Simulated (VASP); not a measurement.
Given:

```
PbTe
1.0
    0.00000     3.31366     3.31366
    3.31366     0.00000     3.31366
    3.31366     3.31366     0.00000
Te Pb
1 1
Direct
  0.50000   0.50000   0.50000
  0.00000   0.00000   0.00000
```

All values below come from revPBE GGA, VASP's PBE PAW potentials (set 64) (plane waves; VASP 6.6.1). Run with 520 eV cut-off, Gaussian smearing of 0.050 eV, potentials Te Pb_d.

Unless said otherwise, spin-orbit coupling is left out, though it shifts the bands of the heavy elements here.

Give the energies of bands 7 to 13 at the high-symmetry points, in eV from the valence-band maximum.

| band | Γ | X | U | L | W |
|---|---|---|---|---|---|
| 7 | -5.75 | -7.17 | -7.69 | -8.20 | -7.71 |
| 8 | -1.07 | -3.90 | -3.55 | -0.66 | -3.25 |
| 9 | -1.07 | -2.37 | -1.91 | -0.66 | -3.25 |
| 10 | -1.07 | -2.37 | -1.77 | 0.00 | -0.24 |
| 11 | 4.02 | 3.67 | 3.53 | 0.93 | 1.78 |
| 12 | 4.02 | 5.23 | 3.71 | 1.48 | 5.21 |
| 13 | 4.02 | 5.23 | 5.30 | 1.48 | 5.21 |

The gap is direct, 0.93 eV, from the valence maximum at L to the conduction minimum at L.

The compound is PbTe in the rock salt structure. It was relaxed first, which changed the volume by +8 %.
